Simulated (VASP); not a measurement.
Data:

```xyz
7
Lattice="-2.0614 2.0614 6.8413 2.0614 -2.0614 6.8413 2.0614 2.0614 -6.8413" Properties=species:S:1:pos:R:3 pbc="T T T"
Rb     0.0313    -0.0388     4.8290
Rb    -0.0075    -0.0197     8.8673
Zn    -0.0120    -0.0003    -0.0261
F      0.0018     0.0251     2.0279
F     -0.0183     0.0050    11.6498
F     -0.0053     2.0816     0.0174
F      2.0714     0.0086    -0.0003
```

Method: LDA (Ceperley-Alder, Perdew-Zunger), VASP's LDA PAW potentials (set 64) (plane waves; VASP 6.6.1). Settings: 400 eV cut-off, 3×3×4 Γ-centred mesh, Gaussian smearing of 0.010 eV, potentials Rb_sv Zn F.

At this cut-off the stress carries a Pulay error, which pulls relaxed volumes low.

Task: Which forces act on the atoms, in eV/Å?

Result: 
| atom | Fx | Fy | Fz |
|---|---|---|---|
| Rb1 | -0.066 | 0.071 | 0.134 |
| Rb2 | 0.009 | 0.040 | -0.205 |
| Zn3 | 0.117 | 0.058 | 0.298 |
| F4 | 0.002 | -0.035 | -0.276 |
| F5 | 0.053 | -0.005 | 0.178 |
| F6 | 0.032 | -0.118 | -0.085 |
| F7 | -0.145 | -0.011 | -0.044 |

Task: Give the stress tensor in GPa (positive for a compressed cell).

Result: 
```
 -9.70   -0.06    0.01
 -0.06   -9.71   -0.10
  0.01   -0.10  -10.35
```
The pressure is its mean diagonal, -9.92 GPa.

The structure comes from a computed database's Rb2ZnF4 entry; how it stands against other phases isn't given here. The cell was not relaxed at this level, atoms are displaced from their ideal sites. The k-mesh is coarse (spacing up to 0.54 per Å, 2π included), so the numbers may not be converged in it.
